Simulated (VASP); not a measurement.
All values below come from PBEsol GGA, VASP's PBE PAW potentials (set 64) (plane waves; VASP).

A VASP calculation is set up with these files.

### INCAR
```
! general
SYSTEM =Pt3Ti
PREC   =Accurate
ENCUT  =300
LREAL  =.False.
LASPH  =.True.

! electronic loop
EDIFF  =1E-6
NELM   =100
ALGO   =Normal
LMAXMIX=6

! smearing
ISMEAR =-1
SIGMA  =0.05

! functional
GGA    =PS

! ions
ISIF   =2

! output
LWAVE  =.False.
LCHARG =.False.
```

File POSCAR:
```
Pt3Ti
1.0
  3.9290160000   0.0000000000   0.0000000000
  0.0000000000   3.9290160000   0.0000000000
  0.0000000000   0.0000000000   3.9290160000
Ti Pt
1 3
Cart
  0.0052648814   0.0013594395  -0.0798886823
 -0.0099993457   1.9346435494   2.0261385450
  1.9254810841  -0.0534935528   1.9890879241
  2.0082693802   2.0465026349  -0.0063257158
```

File KPOINTS:
```
kpoints
0
gamma
9 9 9
```

POTCAR, in this order: Ti_sv Pt (PBE.64 set). Program: vasp_std.

The resulting files:

File OSZICAR:
```
       N       E                     dE             d eps       ncg     rms          rms(c)
DAV:   1     0.278219860678E+03    0.27822E+03   -0.14960E+04 18275   0.124E+03
DAV:   2    -0.127869416409E+02   -0.29101E+03   -0.28491E+03 20157   0.357E+02
DAV:   3    -0.354242095393E+02   -0.22637E+02   -0.21877E+02 25896   0.901E+01
DAV:   4    -0.360605330307E+02   -0.63632E+00   -0.63409E+00 22614   0.158E+01
DAV:   5    -0.360787381671E+02   -0.18205E-01   -0.18193E-01 26558   0.261E+00    0.223E+01
DAV:   6    -0.338208788281E+02    0.22579E+01   -0.20644E+01 26313   0.333E+01    0.129E+01
DAV:   7    -0.336160734335E+02    0.20481E+00   -0.27399E+01 27197   0.322E+01    0.101E+01
DAV:   8    -0.327737223287E+02    0.84235E+00   -0.18210E+00 25964   0.105E+01    0.438E+00
DAV:   9    -0.327096977069E+02    0.64025E-01   -0.22281E+00 27911   0.817E+00    0.272E+00
DAV:  10    -0.326329395151E+02    0.76758E-01   -0.56586E-01 26404   0.500E+00    0.224E-01
DAV:  11    -0.326341654500E+02   -0.12259E-02   -0.88066E-03 24089   0.705E-01    0.318E-01
DAV:  12    -0.326335656402E+02    0.59981E-03   -0.12797E-03 24904   0.234E-01    0.180E-01
DAV:  13    -0.326332394207E+02    0.32622E-03   -0.18633E-03 28680   0.256E-01    0.134E-02
DAV:  14    -0.326332412041E+02   -0.17834E-05   -0.31379E-05 19257   0.405E-02    0.754E-03
DAV:  15    -0.326332415168E+02   -0.31277E-06   -0.14535E-05 26663   0.231E-02    0.958E-03
DAV:  16    -0.326332410541E+02    0.46271E-06   -0.58110E-07 10766   0.739E-03
   1 F= -.32633241E+02 E0= -.32628003E+02  d E =-.104751E-01
```

**OUTCAR**
```
------------------------ aborting loop because EDIFF is reached ----------------------------------------
  FORCE on cell =-STRESS in cart. coord.  units (eV):
  Direction    XX          YY          ZZ          XY          YZ          ZX
  --------------------------------------------------------------------------------------
  Total       -2.0336911     -1.6824500     -1.4356766     -0.0469333     -0.2204058     -0.2585185
  in kB      -53.7210122    -44.4427945    -37.9241450     -1.2397675     -5.8221353     -6.8288999
  external PRESSURE =     -45.3626506 kB  Pullay stress =       0.0000000 kB
  volume of cell :       60.65
      direct lattice vectors                 reciprocal lattice vectors
     3.929016000  0.000000000  0.000000000     0.254516653  0.000000000  0.000000000
     0.000000000  3.929016000  0.000000000     0.000000000  0.254516653  0.000000000
     0.000000000  0.000000000  3.929016000     0.000000000  0.000000000  0.254516653
 POSITION                                       TOTAL-FORCE (eV/Angst)
 -----------------------------------------------------------------------------------
      0.00526      0.00136      3.84913        -0.027580      0.021674      0.456343
      3.91902      1.93464      2.02614         0.169516     -0.115224     -0.639279
      1.92548      3.87552      1.98909         0.219762      1.045649     -0.395372
      2.00827      2.04650      3.92269        -0.361697     -0.952100      0.578308
 -----------------------------------------------------------------------------------
    total drift:                                0.000068     -0.000132     -0.000319
  FREE ENERGIE OF THE ION-ELECTRON SYSTEM (eV)
  ---------------------------------------------------
  free  energy   TOTEN  =       -32.6332410541 eV

  energy  without entropy=      -32.6227659055  energy(sigma->0) =      -32.62800348
```
(Selected blocks of OUTCAR.)

At this cut-off the stress carries a Pulay error, which pulls relaxed volumes low.

The structure is a typed Pt3Ti crystal (Pm-3m). The cell was not relaxed at this level, atoms are displaced from their ideal sites.
